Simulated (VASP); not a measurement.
All values below come from PBEsol GGA, VASP's PBE PAW potentials (set 64) (plane waves; VASP 6.6.1).

The input files of a VASP run:

### POSCAR
```
LiCl
1
    0.0000000000     2.5308879788     2.4929246591
    2.4929246591     0.0000000000     2.4929246591
    2.4929246591     2.5308879788     0.0000000000
Li Cl
1 1
Direct
  0.0000000000   0.0000000000   0.0000000000
  0.5000000000   0.5000000000   0.5000000000
```

### INCAR
```
SYSTEM = LiCl
PREC = Accurate; ENCUT = 600; LREAL = .FALSE.
LASPH = .TRUE.
EDIFF = 1E-7; NELM = 100; ALGO = Normal
ISMEAR = 0; SIGMA = 0.05
GGA = PS
ISIF = 2
LWAVE = .FALSE.; LCHARG = .FALSE.
```

**KPOINTS**
```
K-points
0
Gamma
 8 8 8
0 0 0
```

POTCAR, in this order: Li_sv Cl (PBE.64 set). Program: vasp_std.

The resulting files:

**OUTCAR**
```
 ion  position               nearest neighbor table
   1  0.000  0.000  0.000-   2 2.49   2 2.49   2 2.49   2 2.49   2 2.53   2 2.53
   2  0.500  0.500  0.500-   1 2.49   1 2.49   1 2.49   1 2.49   1 2.53   1 2.53
  LATTYP: Found a body centered tetragonal cell.
 ALAT       =     3.5255278629
 C/A-ratio  =     1.4357498095
 Subroutine PRICEL returns:
 Original cell was already a primitive cell.
 Subroutine GETGRP returns: Found 16 space group operations
The static configuration has the point symmetry D_4h.
The dynamic configuration has the point symmetry D_4h.
 Subroutine INISYM returns: Found 16 space group operations
 Subroutine IBZKPT returns following result:
 Found     59 irreducible k-points:

 Following reciprocal coordinates:
            Coordinates               Weight
  0.000000  0.000000  0.000000      1.000000
  0.125000  0.000000  0.000000      8.000000
  0.250000  0.000000  0.000000      8.000000
  0.375000  0.000000  0.000000      8.000000
  0.500000  0.000000  0.000000      4.000000
  0.125000  0.125000  0.000000      4.000000
  0.250000  0.125000  0.000000     16.000000
  0.375000  0.125000  0.000000     16.000000
  0.500000  0.125000  0.000000     16.000000
 -0.375000  0.125000  0.000000     16.000000
 -0.250000  0.125000 -0.000000     16.000000
 -0.125000  0.125000  0.000000      8.000000
  0.250000  0.250000  0.000000      4.000000
  0.375000  0.250000  0.000000     16.000000
  0.500000  0.250000  0.000000     16.000000
 -0.375000  0.250000  0.000000     16.000000
 -0.250000  0.250000  0.000000      8.000000
  0.375000  0.375000  0.000000      4.000000
  0.500000  0.375000  0.000000     16.000000
 -0.375000  0.375000 -0.000000      8.000000
  0.500000  0.500000  0.000000      2.000000
  0.125000  0.000000  0.125000      2.000000
  0.250000  0.000000  0.125000      8.000000
...
```

File OSZICAR:
```
       N       E                     dE             d eps       ncg     rms          rms(c)
DAV:   1     0.448009776963E+02    0.44801E+02   -0.45768E+03  1062   0.113E+03
DAV:   2    -0.580605288518E+01   -0.50607E+02   -0.47983E+02  1469   0.166E+02
DAV:   3    -0.764316098341E+01   -0.18371E+01   -0.18351E+01  1303   0.386E+01
DAV:   4    -0.768555233678E+01   -0.42391E-01   -0.42344E-01  1639   0.552E+00
DAV:   5    -0.768591261164E+01   -0.36027E-03   -0.36027E-03  1324   0.485E-01    0.240E+00
DAV:   6    -0.763535436380E+01    0.50558E-01   -0.11097E-01  1251   0.195E+00    0.163E+00
DAV:   7    -0.763316956471E+01    0.21848E-02   -0.40095E-02  1639   0.131E+00    0.758E-01
DAV:   8    -0.763479289956E+01   -0.16233E-02   -0.48415E-03  1315   0.591E-01    0.101E-01
DAV:   9    -0.763478853156E+01    0.43680E-05   -0.16928E-04  1473   0.115E-01    0.318E-02
DAV:  10    -0.763481301311E+01   -0.24482E-04   -0.35942E-05  1202   0.566E-02    0.183E-02
DAV:  11    -0.763481399896E+01   -0.98585E-06   -0.52733E-06  1380   0.192E-02    0.705E-03
DAV:  12    -0.763481391221E+01    0.86750E-07   -0.40473E-07  1232   0.577E-03
   1 F= -.76348139E+01 E0= -.76348139E+01  d E =-.742417E-14
```

**OUTCAR**
```
------------------------ aborting loop because EDIFF is reached ----------------------------------------
  FORCE on cell =-STRESS in cart. coord.  units (eV):
  Direction    XX          YY          ZZ          XY          YZ          ZX
  --------------------------------------------------------------------------------------
  Total        0.2745396      0.1238285      0.2745396      0.0000000      0.0000000      0.0000000
  in kB       13.9828059      6.3068130     13.9828059      0.0000000      0.0000000      0.0000000
  external PRESSURE =      11.4241416 kB  Pullay stress =       0.0000000 kB
  volume of cell :       31.46
      direct lattice vectors                 reciprocal lattice vectors
     0.000000000  2.530887979  2.492924659    -0.200567634  0.197559119  0.200567634
     2.492924659  0.000000000  2.492924659     0.200567634 -0.197559119  0.200567634
     2.492924659  2.530887979  0.000000000     0.200567634  0.197559119 -0.200567634
  FREE ENERGIE OF THE ION-ELECTRON SYSTEM (eV)
  ---------------------------------------------------
  free  energy   TOTEN  =        -7.6348139122 eV

  energy  without entropy=       -7.6348139122  energy(sigma->0) =       -7.63481391
```
(Selected blocks of OUTCAR.)

The compound is LiCl in the rock salt structure. This cell was strained or had an atom moved on purpose.
